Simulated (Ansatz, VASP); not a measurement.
# SnSe2 in two plane-wave programs

One calculation is typed for both programs; each brings its own data sets. How far apart do they land? The cell is taken from a series of runs on this material, whose earlier steps may have relaxed, scaled, displaced or heated it; both programs get it as it stands.

Calculated with Ansatz 0.2.0; plane waves, with VASP 6.6.1 beside it; PBE.

## Step 1: The structure

The cell holds 3 atoms: 1 Sn and 2 Se. Cell: a = 3.908 Å, b = 3.823 Å, c = 30.460 Å, α = 90.0°, β = 90.0°, γ = 120.7°. Vacuum lies along c.

As a file:

```cif
data_structure
_symmetry_space_group_name_H-M 'P 1'
_symmetry_Int_Tables_number 1
_cell_length_a 3.9080
_cell_length_b 3.8230
_cell_length_c 30.4600
_cell_angle_alpha 90.000
_cell_angle_beta 90.000
_cell_angle_gamma 120.739
_cell_volume 391.14
loop_
_atom_site_label
_atom_site_type_symbol
_atom_site_fract_x
_atom_site_fract_y
_atom_site_fract_z
_atom_site_occupancy
Sn1 Sn 0.33267 0.66533 0.32830 1
Se2 Se 0.66700 0.33400 0.38479 1
Se3 Se 0.66700 0.33400 0.27181 1
```

## Step 2: Ansatz: zone-centre phonons, PBE, pair 1

Ansatz runs on its PAW soft_1 files.

Second derivatives magnify differences that forces hide, and they need a tight electronic threshold.

Input file input.yaml:

```yaml
crystal:
  lattice:
    - [3.9080207378, 0.0, 0.0]
    - [-1.9540103689, 3.2858691626, 0.0]
    - [0.0, 0.0, 30.46]
  atoms:
    - { symbol: Sn, position: [0.3326669444, 0.6653338889, 0.3282994091] }
    - { symbol: Se, position: [0.6669998611, 0.3339997223, 0.3847867347] }
    - { symbol: Se, position: [0.6669998611, 0.3339997223, 0.2718120835] }
  periodic: [true, true, false]
kpoints:
  mp_grid: { grid: [12, 12, 1] }
hamiltonian:
  xc: pbe
  pseudopotentials: { kind: paw, azcp: { folder: soft_1 } }
scf:
  occupations: { method: gaussian, width: 0.1 }
output:
  eigenvalues: true
phonons:
  method: dfpt
```

Started as:

```
$ ansatz run input.yaml --threads 4 --pin off --max-ram 16384MiB --backend cpu --events-out ev --progress --plain --runs-dir out
```

Numbers of over 12 decimals in the logs are rounded to 6 here.

Output:

```text
Warning: crystal.symmetry: narrowed to the stabiliser of the run's FFT grids — unitary ops 4 → 2. A phonons.method: dfpt run fills in the rows of the dynamical matrix that it does not solve by its symmetry operations, which is exact only for operations that map its FFT grids onto themselves: filled in by any other, the frequencies could depend on the order in which like atoms are typed, or, by more than the grids' own error, on where the crystal sits among the grids' points. Excluded: 2 operations. The run can therefore solve more perturbations, solve them on more k-points, or both, and cost more. [rest of the remark cut]
Engine: ansatz 0.2.0, aarch64-unknown-linux-gnu
Pseudopotentials: kind: paw
Pseudopotential: Sn, paw, valence charge 14, recommended cutoff 420 eV (normal), soft_1/Sn.paw.azcp
Pseudopotential: Se, paw, valence charge 16, recommended cutoff 420 eV (normal), soft_1/Se.paw.azcp
Functional definition: PBE
  parameter kappa = 0.804
  parameter beta = 0.066725
  exchange = pbe_x(kappa = kappa, mu = beta*pi^2/3)
  correlation = pbe_c(beta = beta)
Crystal: 3 atoms, lattice volume = 391.144 Å³
Basis set: ecut = 420 eV, 7713 PW (Γ), exchange–correlation on 54×54×432 points (8 copies of the dense FFT grid, shifted against one another)
Bands: 28, of which v1, the nominal top of the filled ones, is band 23 counted from 1 (22 counted from 0)
Symmetry: 4 space group operations
k-points: 43 of 144 (irreducible under 2 space group operations, time reversal used)
Non-local potential: Sn, projectors of the file, l = 0: 2, l = 1: 2, l = 2: 2, l = 3: 1
Non-local potential: Se, projectors of the file, l = 0: 2, l = 1: 2, l = 2: 3, l = 3: 1
PAW form: soft (Blöchl's): semilocal exchange-correlation on the pseudo side does not see the compensation charge
PAW one-centre angular grid: Sn, 590 points (default); XC on 64 Gauss nodes
PAW one-centre angular grid: Se, 590 points (default); XC on 64 Gauss nodes
Initial density: superposition of atomic densities (neutral atoms: chi_scale 0, normalization atom)
Initial wavefunctions: pseudopotential atomic-orbital guess
Functional: x = pbe(κ = 0.804, μ = 0.219515), c = pbe(β = 0.066725)
iter 1 solved again at ethr=3.06e-3 eV; its pass at ethr=3.10e-3 eV (dr2=1.41e0 eV) is discarded
SCF iter   1: F=—  HF=-16963.058320 eV  |F-HF|=—  |Δ(HF+E_count)|=         —  Δρ=1.38e-2  dr2=1.43e0  ethr=3.06e-3  ⟨swp⟩=1.1  Hψ=9417  notcnv=0
preconditioner: auto → Resta (q_TF=auto, 1.910 Å⁻¹)  ε∞=1.6  [insulator: Δε(μ)=0.270 eV  Ē_g=9.419 eV  σ=0.100 eV  W_gap=0.94  n_scr=30 (ndim 8)  ℏωp=7.5 eV  f_vac=0.762  D(μ)=0.03/eV (n_scr^D=0)  ε∞_Penn≈1.6  vacuum switching on, ρ_ref=6.4e-3 e/Å³]
SCF iter   2: F=—  HF=-16962.712311 eV  |F-HF|=—  |Δ(HF+E_count)|=   3.46e-1  Δρ=5.93e-3  dr2=2.16e-1  ethr=3.06e-3  ⟨swp⟩=4.4  Hψ=2334  notcnv=0  defer=1
preconditioner: auto → LDOS  [metal: Δε(μ)=0.075 eV  Ē_g=9.146 eV  σ=0.100 eV  W_gap=0.40  n_scr=30 (ndim 8)  ℏωp=7.5 eV  f_vac=0.764  D(μ)=0.72/eV (n_scr^D=4)  β→1.0]
SCF iter   3: F=—  HF=-16962.688616 eV  |F-HF|=—  |Δ(HF+E_count)|=   2.37e-2  Δρ=2.55e-3  dr2=7.97e-2  ethr=4.70e-4  ⟨swp⟩=4.2  Hψ=3198  notcnv=0  defer=33
SCF iter   4: F=—  HF=-16962.673255 eV  |F-HF|=—  |Δ(HF+E_count)|=   1.54e-2  Δρ=6.40e-4  dr2=2.75e-3  ethr=1.73e-4  ⟨swp⟩=3.0  Hψ=1923  notcnv=0  defer=33
SCF iter   5: F=—  HF=-16962.672788 eV  |F-HF|=—  |Δ(HF+E_count)|=   4.66e-4  Δρ=1.55e-4  dr2=5.49e-5  ethr=5.97e-6  ⟨swp⟩=3.8  Hψ=2694  notcnv=0  defer=33
SCF iter   6: F=—  HF=-16962.672825 eV  |F-HF|=—  |Δ(HF+E_count)|=   3.67e-5  Δρ=5.35e-5  dr2=5.93e-6  ethr=1.19e-7  ⟨swp⟩=2.5  Hψ=2325  notcnv=0  defer=33
SCF iter   7: F=—  HF=-16962.672838 eV  |F-HF|=—  |Δ(HF+E_count)|=   1.32e-5  Δρ=6.80e-6  dr2=1.59e-7  ethr=1.29e-8  ⟨swp⟩=3.1  Hψ=1864  notcnv=0  defer=33
SCF iter   8: F=—  HF=-16962.672878 eV  |F-HF|=—  |Δ(HF+E_count)|=   3.99e-5  Δρ=1.50e-6  dr2=8.14e-9  ethr=3.45e-10  ⟨swp⟩=3.3  Hψ=2670  notcnv=0  defer=33
SCF iter   9: F=—  HF=-16962.672878 eV  |F-HF|=—  |Δ(HF+E_count)|=   1.19e-8  Δρ=5.07e-7  dr2=1.14e-9  ethr=1.77e-11  ⟨swp⟩=3.0  Hψ=1997  notcnv=0  defer=33
SCF iter  10: F=—  HF=-16962.672878 eV  |F-HF|=—  |Δ(HF+E_count)|=  4.69e-10  Δρ=7.20e-8  dr2=1.79e-11  ethr=2.48e-12  ⟨swp⟩=3.0  Hψ=1925  notcnv=0  defer=33
SCF iter  11: F=-16962.672878 eV  HF=-16962.672878 eV  |F-HF|=7.28e-11  |Δ(HF+E_count)|=  3.31e-10  Δρ=2.21e-8  dr2=2.18e-12  ethr=1.00e-12  ⟨swp⟩=19.1  Hψ=8452  notcnv=0
SCF 1 converged in 11 iterations: F = -16962.672878 eV  dr2 = 2.18e-12
  greatest PAW one-centre occupation: 1.000 electrons in one spin orbital (limit 2), on the Se atom at site 2 (counted from 0), in its partial waves of l = 2
DFPT response loops at Γ: preconditioner auto → none (partly filled bands, converged f_vac=0.766); β = 0.50; Broyden in place of MSR1
SCF converged after 11 iterations
Free energy (F): -16962.672878 eV
Harris-Foulkes:  -16962.672878 eV  (|F-HF|=7.28e-11)
Internal energy: -16962.669930 eV  (E = F + TS)
E sigma→0 (E₀):  -16962.671404 eV
Entropy (-TS):   -0.002949 eV (-0.983 meV/atom)
Fermi energy:    -5.727183 eV
--- Per-component energies (eV) ---
  E_band       = -1504.857105
  E_kinetic    = 386.935163
  E_local      = -94111.422349  (includes V_loc(G=0)·N_el)
  E_nonlocal   = -563.612423
  E_hartree    = 46872.131008
  E_xc         = -293.784611
  E_vxc        = -258.010119  (∫ρ·V_xc dr)
  E_paw        = -8631.536967  (= ΣΔE_a)
  E_vpaw       = -703.009011  (= ΣTr[D̂ρ^β])
  E_aug_tail   = -0.000432  (compensation charges beyond the density's cutoff)
  E_ewald      = 39378.620681
  E_smearing   = -0.002949  (= −TS)
  E_closure    = -0.000000  (closes the sum)
  Σ components = -16962.672878   (vs F -16962.672878, Δ=0.00e0)
--- Band table (eV; the first three rows and the last of 43) ---
  k-point 0: bands = [... 19 lower, -6.6709, -6.5246, -5.8383, -5.7131, -5.3687, -2.3447, -1.8975 (-1.8975°), -1.6332, ... 1 higher]
  k-point 1: bands = [... 19 lower, -7.1497, -6.8096, -6.0958, -5.8951, -4.9184, -1.9559, -1.9546, -1.7433, ... 1 higher]
  k-point 2: bands = [... 19 lower, -7.4371, -7.1439, -6.6514, -6.0427, -4.6041, -2.4068, -1.4173 (-1.4173°), -1.3107, ... 1 higher]
  k-point 42: bands = [... 19 lower, -9.1155, -9.0355, -7.3915, -6.1393, -4.7664, -2.7964, -0.7583, -0.2570, ... 1 higher]
  ° read free of the cell's end (the report's vacuum.weakly_bound_levels)
--- Phonons (Γ-DFPT): 9 representative perturbations + reference, on 43 of 144 k-points (Σ response iterations 34) ---
  ASR residual: 1.331e-4 → 0.000e0 eV/Å²; symmetrization residual: 3.978e-5 eV/Å²
  The last average, over the group as it would stand without the narrowing to the FFT grids, took up to 6.360e-6 eV/Å² of the zone centre's force constants
  ASR residual per site (eV/Å²): 1.33e-4 1.64e-5 2.26e-5
  Γ frequencies (cm⁻¹): -92.76 -87.97 0.00 0.00 0.00 120.99 127.69 199.60 221.84
  non-analytic LO–TO correction: not included (Born effective charges unavailable; polar crystals: no LO–TO splitting at Γ)
```

In the SCF lines HF is the Harris–Foulkes energy and dr2 the Hartree energy of the density residual, in eV; the loop may stop once dr2 is under the threshold and the program's other checks hold. Hψ counts applications of the Hamiltonian.

[end of part 1 of 3]

[Lines on the potential files, build, host, timing and source positions are cut from VASP's logs without a mark.]

[Logs are printed without paths, hosts, clocks, repeated set-up lines and the standing remarks that a program may print on its own settings, such as how far it seeks lower states.]

[Hosts, paths, dates, database ids (printed as entryN), source tags and the programs' standing remarks are cut or masked in the printed files.]
